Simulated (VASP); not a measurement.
A run of VASP 6.6.1:

Contents of INCAR:

```
  PREC = Accurate
  ENCUT = 520
  EDIFF = 1E-7
  ISMEAR = -1
  SIGMA = 0.02
  LREAL = Auto
  LASPH = T
  NELM = 100
  ALGO = Fast
  ISIF = 2
  LWAVE = F
  LCHARG = T
  GGA = PE
  LELF = T
  LVHAR = T
  NBANDS = 82
```

KPOINTS

```
Automatic mesh
0
Gamma
  1 1 1
```

Contents of POSCAR:

```
CS2
1.0
   10.1315940000      0.0000000000      0.0000000000
    0.0000000000     10.1315940000      0.0000000000
    0.0000000000      0.0000000000     10.1315940000
S C
16 8
Direct
    0.2303281607      0.0011371017      0.6824566448
    0.0611717172      0.1442033273      0.4674393362
    0.5609152700      0.2989905476      0.3777265911
    0.6909261521      0.5436449095      0.2399385510
    0.2632079344      1.1160041391      0.0844062249
    0.3032374442      0.8761496167      0.2758795464
    0.5328874681      0.3882686586      0.7786386172
    0.7646680910      0.2016122744      0.6984097518
    0.8674350540      0.7195056305      0.9156308961
    0.7372274517      0.7387561661      0.6368606062
    0.0770324076      0.3526062997      0.8461615928
    0.2112817024      0.5905625861      0.7028258539
    0.0722820178      0.5082451975      0.3274051448
    0.3124262859      0.5214316755      0.1338336795
    0.6797951574      0.1055020745      0.0495291886
    0.8027439040     -0.0706667070      0.2721609531
    0.1455274070      0.0725201103      0.5748419044
    0.6259860197      0.4212703310      0.3094221779
    0.2832341145      0.9959014429      0.1800314461
    0.6488770865      0.2949828830      0.7385550366
    0.8023693284      0.7293252508      0.7763364854
    0.1444193187      0.4715058121      0.7747527890
    0.1920414456      0.5140834956      0.2300983550
    0.7410998611      0.0170968763      0.1604165273
```

Potentials or basis: VASP PAW PBE potentials, release 64 (S, C).

The run is started by

```sh
$ cat potpaw_PBE.64/S/POTCAR potpaw_PBE.64/C/POTCAR > POTCAR
$ mpirun -np 1 vasp_gam > vasp.out
```

Hardware: 1 thread of Intel(R) Xeon(R) 6975P-C (Granite Rapids), with other jobs on the host.

**Question.** How long does it take, and how much memory?

**Answer.** It took 91 s on 1 thread of Intel(R) Xeon(R) 6975P-C (Granite Rapids) (shared host), peak memory 0.92 GiB. Counts: scf iterations 20, k points 1.
